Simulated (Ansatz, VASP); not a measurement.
**Hf2Pd2Se2Br2O3 in VASP and in Ansatz**

Contents of INCAR:

```
ALGO = Normal
EDIFF = 1E-7
ENCUT = 520
GGA = PE
ISIF = 2
ISMEAR = -1
KPAR = 4
LASPH = True
LCHARG = False
LREAL = False
LWAVE = False
NBANDS = 53
NELM = 60
PREC = Accurate
SIGMA = 0.05
```

Contents of KPOINTS:

```
k-points
0
Gamma
  5 5 4
```

POSCAR

```
Hf2Pd2Se2Br2O3
1.0
    5.7220264861      0.0049267104     -0.0028408048
   -0.5239596249      5.8073996230      0.0339009327
   -1.4743876193     -0.9202022288      6.6012555688
Hf Pd Se Br O
2 2 2 2 3
Direct
    0.7454000000      0.3960200000      0.3498900000
    0.2876300000      0.4532200000      0.5940100000
    0.9085400000      0.1329400000      0.8484900000
    0.2524900000      0.9032300000      0.3587400000
    0.6346900000      0.4035500000      0.9371600000
    0.6259700000      0.7817400000      0.5302300000
    0.8527300000      0.9908900000      0.1535500000
    0.2252600000      0.8208400000      0.8622300000
    0.9604000000      0.2892500000      0.5902600000
    0.4323300000      0.2452400000      0.4086400000
    0.0745700000      0.5830800000      0.3668200000
```

input.yaml

```yaml
crystal:
  lattice:
    - [5.7220264861, 0.0049267104, -0.0028408048]
    - [-0.5239596249, 5.807399623, 0.0339009327]
    - [-1.4743876193, -0.9202022288, 6.6012555688]
  atoms:
    - { symbol: Hf, position: [0.7454, 0.39602, 0.34989] }
    - { symbol: Hf, position: [0.28763, 0.45322, 0.59401] }
    - { symbol: Pd, position: [0.90854, 0.13294, 0.84849] }
    - { symbol: Pd, position: [0.25249, 0.90323, 0.35874] }
    - { symbol: Se, position: [0.63469, 0.40355, 0.93716] }
    - { symbol: Se, position: [0.62597, 0.78174, 0.53023] }
    - { symbol: Br, position: [0.85273, 0.99089, 0.15355] }
    - { symbol: Br, position: [0.22526, 0.82084, 0.86223] }
    - { symbol: O, position: [0.9604, 0.28925, 0.59026] }
    - { symbol: O, position: [0.43233, 0.24524, 0.40864] }
    - { symbol: O, position: [0.07457, 0.58308, 0.36682] }
hamiltonian:
  xc: pbe
  pseudopotentials: { kind: paw }
kpoints:
  mp_grid: { grid: [5, 5, 4] }
scf:
  occupations: { method: fermi_dirac, width: 0.05 }
output:
  forces: true
  stress: true
  eigenvalues: true
```

Change from the starting cell: volume scaled by 0.98.

Alike in both runs: task single point; functional PBE; k mesh 5 × 5 × 4; occupations fermi-dirac, width 0.05 eV; no spin polarisation.

|  | VASP | Ansatz |
| --- | --- | --- |
| version | VASP 6.6.1 | Ansatz 0.2.0 |
| potentials or method | VASP PAW PBE potentials, release 64 (Hf_pv, Pd, Se, Br, O) | Ansatz PAW |
| plane-wave cutoff (eV) | 520 | 420 |
| valence electrons in the cell | 84 | 152 |

VASP gave:

```
gap on the k mesh at the Fermi level (eV)       : 0.21
least direct gap on the mesh (eV)               : 0.48
pressure (GPa)                                  : 1.5
largest component of the traceless stress (GPa) : 0.16
rms of the force components (eV/Å)              : 0.061
```

Problem. What did Ansatz give for the same quantities?

Solution. gap on the k mesh at the Fermi level (eV): 0.23; least direct gap on the mesh (eV): 0.49; pressure (GPa): 2.1; largest component of the traceless stress (GPa): 0.27; rms of the force components (eV/Å): 0.103.

Atom by atom the forces differ by 0.064 eV/Å (rms over components). The two sets of potentials don't hold the same shells in valence.

Caveats: spin-orbit coupling is left out, which moves the levels of the heavy elements; an odd mesh through Γ misses points on the zone boundary, where band edges often lie (VASP); odd divisions of the mesh miss points on the zone boundary, where band edges often lie, so the gap on the mesh can be too wide (Ansatz).
